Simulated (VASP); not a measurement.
# Mg16Au7 (a cell with a defect) in VASP: notebook, part 4 of 4

VASP 6.6.1. Earlier steps stand in the parts before.

## (5) Single point, LDA

The input, INCAR:

```
ALGO = Fast
EDIFF = 1E-6
ENCUT = 520
GGA = CA
ISIF = 2
ISMEAR = -1
LASPH = True
LCHARG = False
LREAL = Auto
LWAVE = False
NBANDS = 72
NELM = 100
PREC = Accurate
SIGMA = 0.05
```

The input, KPOINTS:

```
k-points
0
Gamma
  2 2 2
```

The input, POSCAR:

```
Mg16Au7
1.0
    6.1351573700      0.0000000000      0.0000000000
    0.0000000000      9.0712827400      0.0000000000
    0.0000000000      0.0000000000      8.2845697200
Mg Au
16 7
Direct
    0.8295423724      0.1345234224      0.0448314170
    0.7478786155      0.3757066225      0.5464700223
    0.3517402847      0.1467053820      0.4597900831
    0.1424664352      0.3757077249      0.8903063465
    0.4419826317      0.1048161575      0.8339205576
    0.0363804849      0.3757059611      0.2632054619
    0.9354221341      0.0939028167      0.6854425989
    0.5282042178      0.3757046382      0.1799423567
    0.8295368306      0.6168854131      0.0448332276
    0.6440532429      0.8757060305      0.5364673303
    0.3517407737      0.6047100677      0.4597874276
    0.1371883310      0.8757059203      0.9684199990
    0.4419803497      0.6465959852      0.8339164535
    0.0607114011      0.8757072431      0.3363670165
    0.9354260460      0.6575105386      0.6854438060
    0.5534335625      0.8757053691      0.1817726268
    0.2535848563      0.1231979018      0.1423867551
    0.6338790948      0.3757067327      0.8488439639
    0.7783894873      0.1265370106      0.3695121296
    0.2535814334      0.6282114849      0.1423837375
    0.2434488490      0.8757083455      0.6462099036
    0.7783933992      0.6248757935      0.3695143023
    0.7289847237      0.8757042667      0.8658475023
```

Potentials or basis: VASP PAW LDA potentials, release 64 (Mg, Au).

Command:

```
> cat potpaw_LDA.64/Mg/POTCAR potpaw_LDA.64/Au/POTCAR > POTCAR
> mpirun -np 1 vasp_std > vasp.out
```

OUTCAR:

```text
EDIFF = 1E-6
   ENCUT = 520
   GGA = CA
   ISIF = 2
   ISMEAR = -1
   LASPH = True
   LREAL = Auto
   NELM = 100
   PREC = Accurate

 ion  position               nearest neighbor table
   1  0.830  0.135  0.045-  19 2.71  17 2.73  23 2.84   5 2.96  18 2.98   7 3.07   8 3.08  12 3.08
                            16 3.11   6 3.11   4 3.18  17 3.63  14 3.65
   2  0.748  0.376  0.546-  18 2.60  22 2.70  19 2.70   6 2.94   7 3.03  15 3.03   3 3.28  11 3.28
                             8 3.32
   3  0.352  0.147  0.460-  17 2.71  19 2.73  21 2.98  10 3.11   5 3.17   7 3.20  14 3.21   6 3.27
                             2 3.28   8 3.30  16 3.59  19 3.60
   4  0.142  0.376  0.890-  18 3.03  13 3.10   5 3.10  18 3.14   6 3.16  20 3.17  17 3.17   9 3.18
                             1 3.18  15 3.32   7 3.32   8 3.37
   5  0.442  0.105  0.834-  18 2.73  23 2.74  17 2.81  21 2.87   1 2.96  12 3.01   4 3.10   3 3.17
                             7 3.27   7 3.34  10 3.45  16 3.62
   6  0.036  0.376  0.263-  20 2.83  17 2.83  22 2.90  19 2.90   2 2.94   8 3.10   9 3.11   1 3.11
                             4 3.16   8 3.19   3 3.27  11 3.27
   7  0.935  0.094  0.685-  21 2.76  23 2.78  19 2.80  10 2.94   2 3.03   1 3.07   3 3.20   5 3.27
                            12 3.31   4 3.32   5 3.34  18 3.43  14 3.59
   8  0.528  0.376  0.180-  18 2.82  17 2.86  20 2.86   9 3.08   1 3.08   6 3.10  19 3.15  22 3.15
                             6 3.19   3 3.30  11 3.30   2 3.32   4 3.37
   9  0.830  0.617  0.045-  22 2.71  20 2.73  23 2.84  13 2.96  18 2.98  15 3.07   8 3.08  12 3.08
                            16 3.11   6 3.11   4 3.18  20 3.63  14 3.65
  10  0.644  0.876  0.536-  21 2.62  23 2.78  22 2.79  19 2.79   7 2.94  15 2.94  16 2.99  14 3.05
                            11 3.11   3 3.11  13 3.45   5 3.45
  11  0.352  0.605  0.460-  20 2.71  22 2.73  21 2.98  10 3.11  13 3.17  15 3.20  14 3.21   6 3.27
                             2 3.28   8 3.30  16 3.59  22 3.60
  12  0.137  0.876  0.968-  23 2.64  21 2.75  20 2.76  17 2.76   5 3.01  13 3.01   1 3.08   9 3.08
                            14 3.08  16 3.11  15 3.31   7 3.31
  13  0.442  0.647  0.834-  18 2.73  23 2.74  20 2.81  21 2.87   9 2.96  12 3.01   4 3.10  11 3.17
                            15 3.27  15 3.34  10 3.45  16 3.62
  14  0.061  0.876  0.336-  21 2.80  22 2.87  19 2.87  17 3.00  20 3.00  10 3.05  12 3.08  11 3.21
                             3 3.21  16 3.28  16 3.37   7 3.59  15 3.59   1 3.65   9 3.65
  15  0.935  0.658  0.685-  21 2.76  23 2.78  22 2.80  10 2.94   2 3.03   9 3.07  11 3.20  13 3.27
                            12 3.31   4 3.32  13 3.34  18 3.43  14 3.59
  16  0.553  0.876  0.182-  23 2.83  17 2.92  20 2.92  10 2.99  19 3.08  22 3.08  12 3.11   9 3.11
                             1 3.11  14 3.28  14 3.37  11 3.59   3 3.59   5 3.62  13 3.62
  17  0.254  0.123  0.142-   3 2.71   1 2.73  12 2.76   5 2.81   6 2.83   8 2.86  16 2.92  14 3.00
                             4 3.17  19 3.47   1 3.63
  18  0.634  0.376  0.849-   2 2.60  13 2.73   5 2.73   8 2.82   9 2.98   1 2.98   4 3.03   4 3.14
                             7 3.43  15 3.43
  19  0.778  0.127  0.370-   2 2.70   1 2.71   3 2.73  10 2.79   7 2.80  14 2.87   6 2.90  16 3.08
                             8 3.15  17 3.47   3 3.60
  20  0.254  0.628  0.142-  11 2.71   9 2.73  12 2.76  13 2.81   6 2.83   8 2.86  16 2.92  14 3.00
                             4 3.17  22 3.47   9 3.63
  21  0.243  0.876  0.646-  10 2.62  12 2.75   7 2.76  15 2.76  14 2.80   5 2.87  13 2.87   3 2.98
                            11 2.98  23 3.49
  22  0.778  0.625  0.370-   2 2.70   9 2.71  11 2.73  10 2.79  15 2.80  14 2.87   6 2.90  16 3.08
                             8 3.15  20 3.47  11 3.60
  23  0.729  0.876  0.866-  12 2.64  13 2.74   5 2.74  10 2.78  15 2.78   7 2.78  16 2.83   9 2.84
                             1 2.84  21 3.49

  LATTYP: Found a simple orthorhombic cell.
 ALAT       =     6.1351573700
 B/A-ratio  =     1.3503434746
 C/A-ratio  =     1.4785737664

  Lattice vectors:

 A1 = (  -6.1351573700,   0.0000000000,   0.0000000000)
 A2 = (   0.0000000000,   0.0000000000,   8.2845697200)
 A3 = (   0.0000000000,   9.0712827400,   0.0000000000)

Analysis of symmetry for initial positions (statically):
=====================================================================
 Subroutine PRICEL returns:
 Original cell was already a primitive cell.

 Routine SETGRP: Setting up the symmetry group for a
[... 141 lines left out ...]
   ISPIN  =      1    spin polarized calculation?
   LNONCOLLINEAR =      F non collinear calculations
   LSORBIT =      F    spin-orbit coupling
   LASPH  =      T    aspherical Exc in radial PAW
   ENCUT  =  520.0 eV  38.22 Ry    6.18 a.u.  11.41 16.87 15.40*2*pi/ulx,y,z
   NELM   =    100;   NELMIN=  2; NELMDL= -5     # of ELM steps
   EDIFF  = 0.1E-05   stopping-criterion for ELM
   LREAL  =      T    real-space projection
   EDIFFG = 0.1E-04   stopping-criterion for IOM
   NSW    =      0    number of steps for IOM
[... 5 lines left out ...]
   TEBEG  =    0.0;   TEEND  =   0.0 temperature during run
   PSTRESS=    0.0 pullay stress
   NELECT =     109.0000    total number of electrons
   NUPDOWN=      -1.0000    fix difference up-down
   EMIN   =  10.00;   EMAX   =-10.00  energy-range for DOS
   EFERMI =   0.00;   METHOD = LEGACY
   ISMEAR =    -1;   SIGMA  =   0.05  broadening in eV -4-tet -1-fermi 0-gaus
   EFERMI_NEDOS =   21; number of points for ismear=-14 and -15
   IALGO  =     68    algorithm
   IMIX   =      4    mixing-type and parameters
     AMIX     =   0.40;   BMIX     =  1.00
     AMIX_MAG =   1.60;   BMIX_MAG =  1.00
  volume/ion in A,a.u.               =      20.05       135.28
  Fermi-wavevector in a.u.,A,eV,Ry     =   1.012268  1.912909 13.941708  1.024687
  Thomas-Fermi vector in A             =   2.145367
   LORBIT       =      0    0 simple, 1 ext, 2 COOP (PROOUT), +10 PAW based schemes
   GGA     = CA    functional components
   LHFCALC =     F    Hartree Fock is set to
   AEXX    =    0.0000 exact exchange contribution
   IVDW    =     0    specifies the selected vdW correction
   LEPSILON=     F    determine dielectric tensor
   LRPA    =     F    only Hartree local field effects (RPA)
 non-spin polarized calculation
 RMM-DIIS sequential band-by-band and
  energy-cutoff  :      520.00
  volume of cell :      461.07
 maximum number of plane-waves:     12440
 NGX is ok and might be reduce to    48
   NGX = 23   NGY = 33   NGZ = 31

 number of electron     109.0000006 magnetization

 Free energy of the ion-electron system (eV)
  ---------------------------------------------------
  ext. energy  EPLUGINS =         0.00000000
  ---------------------------------------------------
  free energy    TOTEN  =       -71.42706021 eV

  energy without entropy =      -71.37494743  energy(sigma->0) =      -71.40100382

 E-fermi :   4.4351     XC(G=0):  -9.9291

 val. band max:        4.3230903995   @ k =   0.5000   0.0000   0.5000
 cond. band min:       4.4761042742   @ k =   0.5000   0.0000   0.5000
 fundamental gap:      0.1530138746
 Fermi energy:         4.4351188710

 k-point     1 :       0.0000    0.0000    0.0000
  band No.  band energies     occupation
      1      -3.6892      2.00000
      2      -2.0394      2.00000
      3      -2.0218      2.00000
      4      -1.6550      2.00000
      5      -1.4884      2.00000
      6      -1.2168      2.00000
[... 541 lines left out ...]
     65       7.2866      0.00000
     66       7.5588      0.00000
 [bands above 66 left out]

------------------------ aborting loop because EDIFF is reached ----------------------------------------

  FORCE on cell =-STRESS in cart. coord.  units (eV):
  Direction    XX          YY          ZZ          XY          YZ          ZX
  --------------------------------------------------------------------------------------
  -------------------------------------------------------------------------------------
  Total       -9.1500122    -17.9346009     -4.7329763      0.0000000      0.0000000     -1.7300316
  in kB      -31.7956632    -62.3215047    -16.4467673      0.0000000      0.0000000     -6.0117408
  external PRESSURE =     -36.8546451 kB  Pullay stress =       0.0000000 kB

 VOLUME and BASIS-vectors are now :
 -----------------------------------------------------------------------------
  energy-cutoff  :      520.00
  volume of cell :      461.07
      direct lattice vectors                 reciprocal lattice vectors
     6.135157370  0.000000000  0.000000000     0.162995004  0.000000000  0.000000000
     0.000000000  9.071282740  0.000000000     0.000000000  0.110237993  0.000000000
     0.000000000  0.000000000  8.284569720     0.000000000  0.000000000  0.120706329

 POSITION                                       TOTAL-FORCE (eV/Angst)
 -----------------------------------------------------------------------------------
      5.08937      1.22030      0.37141        -0.037031      0.061651     -0.039374
      4.58835      3.40814      4.52727        -0.215351      0.000000     -0.036901
      2.15798      1.33081      3.80916        -0.046552     -0.127893     -0.101249
      0.87405      3.40815      7.37580         0.115662      0.000000      0.028612
      2.71163      0.95082      6.90867         0.011802      0.021573     -0.055773
      0.22320      3.40814      2.18054        -0.037557      0.000000      0.041306
[... 15 lines left out ...]
      4.77557      5.66843      3.06127        -0.027470     -0.006771     -0.013094
      4.47244      7.94376      7.17317        -0.032601      0.000000     -0.005117
 -----------------------------------------------------------------------------------
    total drift:                               -0.002429     -0.033263     -0.001997

  FREE ENERGIE OF THE ION-ELECTRON SYSTEM (eV)
  ---------------------------------------------------
  free  energy   TOTEN  =       -71.4270602072 eV

  energy  without entropy=      -71.3749474272  energy(sigma->0) =      -71.40100382
```

It took 2.9 min on 1 thread of Intel Xeon 6975P-C (Granite Rapids), shared host; peak memory 0.45 GiB.

Results:

```
Free energy            : -71.4271 eV
Pressure               : -3.7 GPa
Largest force          : 0.751 eV/Å
Band gap on the k mesh : none (metal or under the smearing width)
```

Forces in eV/Å, atoms in the order of the input:
```
Mg  -0.037  0.062 -0.039
Mg  -0.215  0.000 -0.037
Mg  -0.047 -0.128 -0.101
Mg   0.116  0.000  0.029
Mg   0.012  0.022 -0.056
Mg  -0.038  0.000  0.041
Mg  -0.033  0.045  0.008
Mg  -0.001  0.000  0.113
Mg  -0.037 -0.062 -0.039
Mg   0.024  0.000  0.013
Mg  -0.047  0.128 -0.101
Mg  -0.005  0.000 -0.039
Mg   0.012 -0.022 -0.056
Mg  -0.052  0.000 -0.053
Mg  -0.033 -0.045  0.008
Mg  -0.004  0.000 -0.008
Au  -0.023 -0.002 -0.057
Au   0.557  0.000  0.503
Au  -0.027  0.007 -0.013
Au  -0.023  0.002 -0.057
Au  -0.038  0.000 -0.042
Au  -0.027 -0.007 -0.013
Au  -0.033  0.000 -0.005
```

Stress tensor (GPa, compression positive):
```
-3.18  0.00 -0.60
 0.00 -6.23  0.00
-0.60  0.00 -1.64
```

Caveat: the k mesh is coarse (spacing up to 0.51 Å⁻¹), so the values aren't converged.

## (6) Single point, LDA

The input, INCAR:

```
SYSTEM = Mg16Au7
  ALGO = Fast
  EDIFF = 1E-6
  ENCUT = 520
  GGA = CA
  ISIF = 2
  ISMEAR = -1
  LASPH = .True.
  LCHARG = .False.
  LREAL = Auto
  LWAVE = .False.
  NBANDS = 72
  NELM = 80
  PREC = Accurate
  SIGMA = 0.05
```

The input, KPOINTS:

```
k-points
0
Gamma
  2 2 2
  0 0 0
```

The input, POSCAR:

```
Mg16Au7
1.0
    6.1351573700      0.0000000000      0.0000000000
    0.0000000000      9.0712827400      0.0000000000
    0.0000000000      0.0000000000      8.2845697200
Mg Au
16 7
Direct
    0.8349469608      0.1289573959      0.0627340969
    0.6551833568      0.3756594406      0.5637544444
    0.3305170312      0.1224288815      0.4378180307
    0.1771752433      0.3756776299      0.9247212902
    0.4740919955      0.1165985043      0.8154858041
    0.0280235680      0.3756668266      0.2975275824
    0.9510773152      0.1194725191      0.6994126667
    0.5356353231      0.3757006696      0.1954552928
    0.8349510357      0.6223963205      0.0627208193
    0.6625246518      0.8756672267      0.5578105027
    0.3305124674      0.6289004723      0.4378373437
    0.1679454883      0.8756813372      0.9443330510
    0.4740732510      0.6347557633      0.8155083762
    0.0308940731      0.8756565337      0.3101359620
    0.9510515620      0.6318593703      0.6994103732
    0.5410550700      0.8756689906      0.1925746362
    0.2720992958      0.1267324625      0.1167733549
    0.7324543983      0.3756858978      0.8814732988
    0.7698397474      0.1297198019      0.3879836984
    0.2720640889      0.6246523411      0.1167984618
    0.2263537700      0.8756644708      0.6207118986
    0.7698219809      0.6215966541      0.3879709036
    0.7397888475      0.8756783608      0.8817780823
```

Potentials or basis: VASP PAW LDA potentials, release 64 (Mg, Au).

Command:

```
> cat potpaw_LDA.64/Mg/POTCAR potpaw_LDA.64/Au/POTCAR > POTCAR
> mpirun -np 1 vasp_std > vasp.out
```

Wall time 5.5 min (1 thread of Intel Xeon Platinum 8259CL at 2.50GHz (Skylake/Cascade Lake), shared host); peak memory 0.45 GiB.

The run converged. Its results:

```
Free energy            : -71.9933 eV
Pressure               : -4.1 GPa
Largest force          : 0.019 eV/Å
Band gap on the k mesh : none (metal or under the smearing width)
```

Forces on the atoms (eV/Å):
```
Mg  -0.007 -0.001  0.001
Mg  -0.002  0.001 -0.003
Mg  -0.003  0.004  0.002
Mg   0.001  0.000  0.001
Mg   0.004  0.000 -0.014
Mg   0.005  0.000 -0.012
Mg   0.001 -0.007  0.010
Mg  -0.001 -0.001  0.003
Mg  -0.007  0.001  0.002
Mg   0.011  0.000  0.010
Mg  -0.001 -0.005  0.001
Mg  -0.001  0.000  0.004
Mg   0.005  0.001 -0.015
Mg  -0.003  0.000 -0.019
Mg   0.001  0.006  0.010
Mg  -0.004  0.000  0.007
Au   0.003 -0.001 -0.004
Au   0.004 -0.002  0.004
Au  -0.004 -0.004  0.004
Au   0.005  0.006 -0.004
Au  -0.012 -0.002  0.005
Au  -0.004  0.003  0.006
Au   0.008  0.000  0.002
```

Stress tensor (GPa, compression positive):
```
-3.49  0.00  0.27
 0.00 -6.36  0.00
 0.27  0.00 -2.42
```

Levels at points of the mesh, in eV from the Fermi level:
| k point | band 51 | band 52 | band 53 | band 54 | band 55 | band 56 | band 57 | band 58 |
| --- | --- | --- | --- | --- | --- | --- | --- | --- |
| (0.00, 0.00, 0.00) | -0.96 | -0.68 | -0.57 | -0.40 | 0.15 | 0.24 | 0.48 | 0.60 |
| (0.50, 0.00, 0.00) | -1.59 | -1.35 | -1.15 | 0.54 | 0.90 | 1.62 | 1.65 | 1.98 |
| (0.00, 0.50, 0.00) | -0.81 | -0.80 | -0.55 | -0.44 | -0.22 | -0.07 | 0.07 | 0.11 |
| (0.50, 0.50, 0.00) | -1.48 | -0.57 | -0.52 | 0.04 | 0.26 | 0.47 | 0.56 | 0.83 |
| (0.00, 0.00, 0.50) | -0.95 | -0.92 | -0.87 | -0.64 | -0.47 | 0.00 | 0.42 | 0.78 |
| (0.50, 0.00, 0.50) | -0.63 | -0.01 | 0.05 | 0.19 | 0.57 | 1.06 | 1.10 | 1.23 |
| (0.00, 0.50, 0.50) | -1.48 | -1.41 | -1.39 | -1.10 | -0.86 | 0.55 | 0.57 | 1.07 |
| (0.50, 0.50, 0.50) | -0.89 | -0.64 | -0.58 | -0.56 | -0.45 | -0.40 | -0.02 | 0.00 |

Caveat: the k mesh is coarse (spacing up to 0.51 Å⁻¹), so the values aren't converged.
